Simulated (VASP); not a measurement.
FeS₂ (pyrite): the band gap from VASP (plane waves, PAW) at several levels of theory. Gaps are without spin-orbit coupling. Each level names its cell: its own relaxed one, PBE's, or the starting one. A gap is the smallest over the k-mesh and a band path; hybrids may have named points in place of the path, and GW has the mesh alone.

```tsv
level	band gap (eV)
PBE (own cell)	0.45
PBEsol (own cell)	0.29
```

The cell of the PBE (own cell) run:

```
CELL_PARAMETERS angstrom
      5.40124     0.00000     0.00000
      0.00000     5.40124     0.00000
      0.00000     0.00000     5.40124
ATOMIC_POSITIONS crystal
  Fe 0.00000 0.50000 0.50000
  Fe 0.50000 0.00000 0.50000
  Fe 0.00000 0.00000 0.00000
  Fe 0.50000 0.50000 0.00000
  S  0.61691 0.88309 0.11691
  S  0.11691 0.61691 0.88309
  S  0.61691 0.61691 0.61691
  S  0.38309 0.38309 0.38309
  S  0.88309 0.11691 0.61691
  S  0.88309 0.38309 0.11691
  S  0.11691 0.88309 0.38309
  S  0.38309 0.11691 0.88309
```

Only levels that ran to the end are used. Left out are those held back, those with too coarse a band path, GW runs whose mesh misses a band edge, hybrids' fits of cells that aren't cubic and levels without matching references; a question may draw on a part of the rest.

The compound is FeS2 in the pyrite structure.
